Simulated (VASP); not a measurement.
# A point defect in a supercell of TaAs, part 3 of 3

How easily does a point defect form in TaAs? The host is relaxed first, then a supercell is run with and without the defect. The start is a computed cell from the Materials Project.

VASP 6.6.1, plane waves and PAW; the level of theory is named at each step.

So far. Step 2 (The host at zero pressure): The run ended after 7 ionic steps, 0.063 eV below its first step, once forces and stress met EDIFFG = -0.02. Step 3 (The perfect supercell): The host is treated as a metal, as its relaxation found a gap under 0.3 eV or none, and only the neutral defect is run.

## Step 4: Reference As

This step: LDA; plane waves and PAW (As) (VASP 6.6.1).

System of this step: As. The structure is trigonal, space group R-3m (No. 166). Conventional cell: a = 3.756 Å, b = 3.756 Å, c = 10.544 Å, α = 90.00°, β = 90.00°, γ = 120.00°. Nearest to As lie 3 As at 2.50 Å.

The reference for As is its crystal, relaxed at the cutoff of the large cell.

The input, INCAR:

```
SYSTEM = As
PREC = Normal
ENCUT = 300
EDIFF = 1E-05
NELM = 120
ISMEAR = 0
SIGMA = 0.1
LREAL = Auto
ALGO = Fast
GGA = CA
NBANDS = 11
LORBIT = 11
LWAVE = .FALSE.
LCHARG = .FALSE.
KPAR = 4
LASPH = .TRUE.
IBRION = 2
NSW = 25
ISIF = 3
EDIFFG = -0.02
POTIM = 0.4
```

The input, POSCAR:

```
As
1.0
    3.6782193145     -1.8781913306      0.0000000000
    3.6782193145      1.8781913306      0.0000000000
    2.7191675635      0.0000000000      3.1085410986
As
2
Direct
    0.7740000000      0.7740000000      0.7740000000
    0.2260000000      0.2260000000      0.2260000000
```

The input, KPOINTS:

```
Automatic mesh
0
Gamma
9 9 9
0 0 0
```

The projector-augmented-wave data sets are As (LDA family, release 64).

Command:

```sh
mpirun -np 4 vasp_std
```

Log:

```text
[banner, memory and clock lines left out]
running    4 mpi-ranks, on    1 nodes
 distrk:  each k-point on    1 cores,    4 groups
 distr:  one band on    1 cores,    1 groups

 POSCAR found type information on POSCAR As
 POSCAR found :  1 types and       2 ions
|                                                                             |
|               ----> ADVICE to this user running VASP <----                  |
|                                                                             |
|     You have a (more or less) 'small supercell' and for smaller cells       |
|     it is recommended to use the reciprocal-space projection scheme!        |
|     The real-space optimization is not efficient for small cells and it     |
|     is also less accurate ...                                               |
|     Therefore, set LREAL=.FALSE. in the INCAR file.                         |
|                                                                             |

 LDA part: xc-table for (Slater(with rela. corr.)+CA(PZ))
 , standard interpolation
 POSCAR, INCAR and KPOINTS ok, starting setup
 FFT: planning ... GRIDC
 FFT: planning ... GRID_SOFT
 FFT: planning ... GRID
 WAVECAR not read
 entering main loop
       N       E                     dE             d eps       ncg     rms          rms(c)
DAV:   1     0.180972099711E+02    0.18097E+02   -0.31055E+03  1878   0.486E+02
DAV:   2    -0.979086764571E+01   -0.27888E+02   -0.26595E+02  2597   0.961E+01
DAV:   3    -0.108120199314E+02   -0.10212E+01   -0.10184E+01  2255   0.192E+01
DAV:   4    -0.108164942032E+02   -0.44743E-02   -0.44740E-02  2168   0.152E+00
DAV:   5    -0.108165078911E+02   -0.13688E-04   -0.13687E-04  2227   0.815E-02    0.366E+00
RMM:   6    -0.107825819935E+02    0.33926E-01   -0.69647E-03  1870   0.514E-01    0.218E+00
RMM:   7    -0.107656060242E+02    0.16976E-01   -0.16021E-02  1890   0.832E-01    0.736E-02
RMM:   8    -0.107655944480E+02    0.11576E-04   -0.10421E-03  1870   0.249E-01    0.251E-02
RMM:   9    -0.107656077655E+02   -0.13318E-04   -0.10923E-04  1865   0.824E-02    0.210E-02
RMM:  10    -0.107656096094E+02   -0.18439E-05   -0.11586E-05  1395   0.264E-02
   1 F= -.10765610E+02 E0= -.10765095E+02  d E =-.107656E+02
 curvature:   0.00 expect dE= 0.000E+00 dE for cont linesearch  0.000E+00
 trial: gam= 0.00000 g(F)=  0.920E-02 g(S)=  0.279E-02 ort = 0.000E+00 (trialstep = 0.100E+01)
 search vector abs. value=  0.120E-01
 bond charge predicted
       N       E                     dE             d eps       ncg     rms          rms(c)
DAV:   1    -0.107777517535E+02   -0.12144E-01   -0.29241E-01  2023   0.279E+00    0.228E-01
RMM:   2    -0.107764561437E+02    0.12956E-02   -0.81293E-03  1870   0.596E-01    0.129E-01
RMM:   3    -0.107755428059E+02    0.91334E-03   -0.18367E-03  1870   0.257E-01    0.221E-02
RMM:   4    -0.107755508723E+02   -0.80664E-05   -0.15722E-04  1870   0.917E-02    0.164E-02
RMM:   5    -0.107755510997E+02   -0.22738E-06   -0.11348E-05  1426   0.259E-02
   2 F= -.10775551E+02 E0= -.10774989E+02  d E =-.994149E-02
[...]
3 F= -.10783341E+02 E0= -.10782664E+02  d E =-.177313E-01
[...]
4 F= -.10789895E+02 E0= -.10789354E+02  d E =-.655378E-02
[...]
5 F= -.10792405E+02 E0= -.10791905E+02  d E =-.906386E-02
[...]
6 F= -.10792612E+02 E0= -.10792201E+02  d E =-.207027E-03
 trial-energy change:   -0.000207  1 .order   -0.000226   -0.005011    0.004559
 step:   0.8530(harm=  0.8530)  dis= 0.00232  next Energy=   -10.793717 (dE=-0.131E-02)
 bond charge predicted
       N       E                     dE             d eps       ncg     rms          rms(c)
DAV:   1    -0.107941917772E+02   -0.15806E-02   -0.50436E-02  1981   0.124E+00    0.132E-01
RMM:   2    -0.107939003009E+02    0.29148E-03   -0.16537E-03  1870   0.270E-01    0.811E-02
RMM:   3    -0.107936923386E+02    0.20796E-03   -0.42447E-04  1870   0.126E-01    0.722E-03
RMM:   4    -0.107936951250E+02   -0.27864E-05   -0.30285E-05  1592   0.421E-02
   7 F= -.10793695E+02 E0= -.10793234E+02  d E =-.129038E-02
 curvature:  -0.62 expect dE=-0.274E-04 dE for cont linesearch -0.191E-06
 trial: gam= 0.07582 g(F)=  0.121E-04 g(S)=  0.322E-04 ort =-0.371E-04 (trialstep = 0.147E+01)
 search vector abs. value=  0.643E-04
 reached required accuracy - stopping structural energy minimisation
```

Wall time 16 s (4 MPI ranks of Intel Xeon Platinum 8488C (Sapphire Rapids), shared host); peak memory 0.48 GiB.

OUTCAR, selected parts (step 4):

```text
  LATTYP: Found a trigonal (rhomboedric) cell.
 ALAT       =     4.1300000000
 COS(alpha) =     0.5863723567

 Subroutine GETGRP returns: Found 12 space group operations
 (whereof 12 operations were pure point group operations)

The static configuration has the point symmetry D_3d.

 Found     85 irreducible k-points:

   k-points           NKPTS =     85   k-points in BZ     NKDIM =     85   number of bands    NBANDS=     11

   dimension x,y,z NGX =    18 NGY =   18 NGZ =   18
   dimension x,y,z NGXF=    36 NGYF=   36 NGZF=   36

   ENCUT  =  300.0 eV  22.05 Ry    4.70 a.u.   5.83  5.83  5.83*2*pi/ulx,y,z

   NELECT =      10.0000    total number of electrons

 E-fermi :   5.9333

 k-point     1 :       0.0000    0.0000    0.0000
  band No.  band energies     occupation
      1      -9.3365      2.00000
      2       0.4386      2.00000
      3       3.5730      2.00000
      4       3.8428      2.00000
      5       3.8428      2.00000
      6       8.1188      0.00000
      7       9.1224      0.00000
      8       9.1224      0.00000
      9      12.4075      0.00000
     10      12.4075      0.00000
    ...

 k-point     2 :       0.1111    0.0000    0.0000
  band No.  band energies     occupation
      1      -9.1670      2.00000
      2      -0.2728      2.00000
      3       3.5809      2.00000
      4       3.7675      2.00000
      5       4.0542      2.00000
      6       8.1729      0.00000
      7       8.7538      0.00000
      8       8.8225      0.00000
      9      11.7186      0.00000
     10      12.3625      0.00000
    ...

  Total       -0.0364521     -0.0083206     -0.0109983      0.0000000     -0.0000000     -0.0086792
  in kB       -1.4265022     -0.3256142     -0.4304028      0.0000000     -0.0000000     -0.3396476
  external PRESSURE =      -0.7275064 kB  Pullay stress =       0.0000000 kB

  energy-cutoff  :      300.00
  volume of cell :       40.94
      direct lattice vectors                 reciprocal lattice vectors
     3.502329687 -1.884025209 -0.057790580     0.140833212 -0.265389230 -0.116899022
     3.502329687  1.884025209 -0.057790580     0.140833212  0.265389230 -0.116899022
     2.540299011 -0.000000000  3.060406004     0.005318793  0.000000000  0.322339152

 POSITION                                       TOTAL-FORCE (eV/Angst)
 -----------------------------------------------------------------------------------
      7.34280     -0.00000      2.26541         0.011947     -0.000000      0.003686
      2.20216     -0.00000      0.67941        -0.011947      0.000000     -0.003686
 -----------------------------------------------------------------------------------
    total drift:                               -0.000000      0.000000     -0.000000

  FREE ENERGIE OF THE ION-ELECTRON SYSTEM (eV)
  ---------------------------------------------------
  free  energy   TOTEN  =       -10.7936951250 eV

  energy  without entropy=      -10.7927735915  energy(sigma->0) =      -10.79323436

 total charge
# of ion       s       p       d       tot
------------------------------------------
    1        1.308   1.365   0.053   2.726
    2        1.308   1.365   0.053   2.726
--------------------------------------------------
tot          2.617   2.730   0.105   5.452

[... 1 part as in an earlier step ...]

[... 7 further parts left out ...]
```

The gap is read on the k-mesh alone, so it is an upper bound where the band edges lie off the mesh. The gap is under twice the smearing width, so the edge states are partly filled and the run can't tell a small gap from a semimetal. The run keeps the 12 symmetry operations of its start, so it cannot find a distortion of lower symmetry.

The steps of the relaxation:

```
step  energy less that of the first step (eV)  largest force (eV/Å)  pressure (GPa)  volume (Å³)
   1                                   0.0000                0.3452           -0.72        42.95
   2                                  -0.0099                0.1933           -0.59        42.47
   3                                  -0.0177                0.0790           -0.21        41.55
   4                                  -0.0243                0.0129            0.29        41.08
   5                                  -0.0268                0.0444            0.77        40.66
   6                                  -0.0270                0.0625           -0.80        41.20
   7                                  -0.0281                0.0125           -0.07        40.94
```

```
conventional cell, symmetrised  before  after  change
                         a (Å)   3.756  3.768  +0.3 %
                         b (Å)   3.756  3.768  +0.3 %
                         c (Å)  10.544  9.989  -5.3 %
              volume (Å³/atom)   21.48  20.47  -4.7 %
```

The atoms that moved most (Å, as changes of fractional coordinates times the final cell):

```
atom      dx     dy      dz  length
 As1  -0.045  0.000  -0.014   0.047
 As2   0.045  0.000   0.014   0.047
```

Final coordinates:

```cif
data_structure
_symmetry_space_group_name_H-M 'P 1'
_symmetry_Int_Tables_number 1
_cell_length_a 3.9773
_cell_length_b 3.9773
_cell_length_c 3.9773
_cell_angle_alpha 56.548
_cell_angle_beta 56.548
_cell_angle_gamma 56.548
_cell_volume 40.94
loop_
_atom_site_label
_atom_site_type_symbol
_atom_site_fract_x
_atom_site_fract_y
_atom_site_fract_z
_atom_site_occupancy
As1 As 0.76929 0.76929 0.76929 1
As2 As 0.23071 0.23071 0.23071 1
```

Numbers from this step:

```yaml
electronic_cycles: 39
electrons: 10
free_energy_toten: -10.79 eV
energy_at_zero_smearing: -10.79 eV
fermi_energy: 5.933 eV
labelled_metallic_from_the_levels_on_this_mesh: no
gap_on_the_k_mesh: 0.08860 eV
least_direct_gap_on_the_k_mesh: 0.6022 eV
```

The run ended after 7 ionic steps, 0.028 eV below its first step, once forces and stress met EDIFFG = -0.02.

Energy at zero smearing: -10.79323 eV.

## Step 5: The defect cell

This step: LDA; plane waves and PAW (Ta, As) (VASP 6.6.1).

System of this step: Ta16As15. The cell holds 31 atoms: 16 Ta and 15 As. Cell: a = 7.892 Å, b = 7.892 Å, c = 34.937 Å, α = 140.0°, β = 140.0°, γ = 75.3°. It derives from TaAs. The structure's axis is c. Nearest the centre at fractional (0.041, 0.041, 0.041): Ta16 at 2.58 Å, Ta9 at 2.58 Å, Ta7 at 2.59 Å, Ta5 at 2.59 Å, Ta2 at 2.59 Å, Ta8 at 2.59 Å, As24 at 3.35 Å, As30 at 3.35 Å.

The host is treated as a metal, since its gap is under 0.3 eV or closed. The atoms relax at the host's fixed cell.

The input, INCAR:

```
SYSTEM = Ta16As15
PREC = Normal
ENCUT = 300
EDIFF = 1E-05
NELM = 120
ISMEAR = 1
SIGMA = 0.2
LREAL = Auto
ALGO = Fast
GGA = CA
NBANDS = 100
LASPH = .TRUE.
LORBIT = 11
LWAVE = .FALSE.
LCHARG = .TRUE.
KPAR = 4
IBRION = 2
NSW = 50
ISIF = 2
EDIFFG = -0.03
POTIM = 0.4
MAXMIX = 40
ISYM = 2
```

The input, POSCAR:

```
Ta16As15
1.0
    5.1105950214     -1.7035316738     -5.7672536796
   -1.7035316738      5.1105950214     -5.7672536796
   -3.4070633476     -3.4070633476     34.6035220776
Ta As
16 15
Direct
    0.2501598800      0.2501598800      0.2501598800
    0.7501598800      0.7501598800      0.2501598800
    0.7501598800      0.2501598800      0.5001598800
    0.2501598800      0.7501598800      0.5001598800
    0.2501598800      0.2501598800      0.7501598800
    0.7501598800      0.7501598800      0.7501598800
    0.7501598800      0.2501598800      0.0001598800
    0.2501598800      0.7501598800      0.0001598800
    0.6251598800      0.3751598800      0.2501598800
    0.1251598800      0.8751598800      0.2501598800
    0.1251598800      0.3751598800      0.5001598800
    0.6251598800      0.8751598800      0.5001598800
    0.6251598800      0.3751598800      0.7501598800
    0.1251598800      0.8751598800      0.7501598800
    0.1251598800      0.3751598800      0.0001598800
    0.6251598800      0.8751598800      0.0001598800
    0.5411398300      0.5411398300      0.0411398300
    0.5411398300      0.0411398300      0.2911398300
    0.0411398300      0.5411398300      0.2911398300
    0.0411398300      0.0411398300      0.5411398300
    0.5411398300      0.5411398300      0.5411398300
    0.5411398300      0.0411398300      0.7911398300
    0.0411398300      0.5411398300      0.7911398300
    0.4161398300      0.6661398300      0.2911398300
    0.9161398300      0.1661398300      0.2911398300
    0.9161398300      0.6661398300      0.5411398300
    0.4161398300      0.1661398300      0.5411398300
    0.4161398300      0.6661398300      0.7911398300
    0.9161398300      0.1661398300      0.7911398300
    0.9161398300      0.6661398300      0.0411398300
    0.4161398300      0.1661398300      0.0411398300
```

The input, KPOINTS:

```
Automatic mesh
0
Gamma
7 7 3
0 0 0
```

Potentials, in the order of the species: Ta and As (LDA family, release 64).

Command:

```sh
mpirun -np 4 vasp_std
```

Log:

```text
[banner, memory and clock lines left out]
running    4 mpi-ranks, on    1 nodes
[...]
LDA part: xc-table for (Slater(with rela. corr.)+CA(PZ))
 , standard interpolation
 POSCAR, INCAR and KPOINTS ok, starting setup
[...]
entering main loop
       N       E                     dE             d eps       ncg     rms          rms(c)
DAV:   1     0.331043310648E+03    0.33104E+03   -0.45702E+04 14808   0.852E+02
DAV:   2    -0.272382827587E+03   -0.60343E+03   -0.57963E+03 18320   0.176E+02
DAV:   3    -0.315836930242E+03   -0.43454E+02   -0.42285E+02 18832   0.461E+01
DAV:   4    -0.317374331703E+03   -0.15374E+01   -0.15196E+01 19288   0.848E+00
[...]
RMM:  17    -0.302458402242E+03    0.17489E-03   -0.12002E-03 16334   0.597E-02    0.311E-02
RMM:  18    -0.302458425493E+03   -0.23251E-04   -0.49781E-04 18115   0.362E-02    0.210E-02
RMM:  19    -0.302458424308E+03    0.11847E-05   -0.29273E-05 10431   0.121E-02
   1 F= -.30245842E+03 E0= -.30245179E+03  d E =-.302458E+03
[...]
N       E                     dE             d eps       ncg     rms          rms(c)
DAV:   1    -0.302520542331E+03   -0.62117E-01   -0.37565E+00 16576   0.474E+00    0.956E-01
RMM:   2    -0.302604113389E+03   -0.83571E-01   -0.48311E-01 14879   0.144E+00    0.131E+00
RMM:   3    -0.302536035754E+03    0.68078E-01   -0.11270E-01 14800   0.829E-01    0.973E-01
RMM:   4    -0.302535128163E+03    0.90759E-03   -0.27927E-02 16026   0.320E-01    0.778E-01
[...]
RMM:   9    -0.302528698541E+03    0.40328E-04   -0.33955E-04 16177   0.345E-02    0.707E-02
RMM:  10    -0.302528671783E+03    0.26758E-04   -0.11099E-04 15546   0.189E-02    0.306E-02
RMM:  11    -0.302528654710E+03    0.17073E-04   -0.80108E-05 14201   0.161E-02    0.969E-03
 hard stop encountered!  aborting job ...
|                                                                             |
|           W    W    AA    RRRRR   N    N  II  N    N   GGGG   !!!           |
|           W    W   A  A   R    R  NN   N  II  NN   N  G    G  !!!           |
|           W    W  A    A  R    R  N N  N  II  N N  N  G       !!!           |
|           W WW W  AAAAAA  RRRRR   N  N N  II  N  N N  G  GGG   !            |
|           WW  WW  A    A  R   R   N   NN  II  N   NN  G    G                |
|           W    W  A    A  R    R  N    N  II  N    N   GGGG   !!!           |
|                                                                             |
|     The electronic self-consistency was not achieved in the given           |
|     number of steps (NELM). The forces and other quantities evaluated       |
|     might not be reliable so examine the results carefully. If you find     |
|     spurious results, we suggest increasing NELM, if you were close to      |
|     convergence or switching to a different ALGO or adjusting the           |
|     density mixing parameters otherwise.                                    |
|                                                                             |

 soft stop encountered!  aborting job ...
```

Elapsed: 51 min, on 4 MPI ranks.

The run was stopped at its time limit, so it gives no result of its own.

## Step 6: Results

| Property | Result |
| --- | --- |
| result | none |

What this shows: The session ends without its result: «relax the defect» met its time limit.

[Lines on the potential files, build, host, timing and source positions are cut from VASP's logs without a mark.]

[Logs are printed without paths, hosts, clocks, repeated set-up lines and the standing remarks that a program may print on its own settings, such as how far it seeks lower states.]

[Hosts, paths, dates, database ids (printed as entryN), source tags and the programs' standing remarks are cut or masked in the printed files.]

[In band tables of VASP the shares of atoms and orbitals are scaled to a sum of 1 inside the atoms' spheres.]

[Runs that stopped without an error message from VASP are left out.]
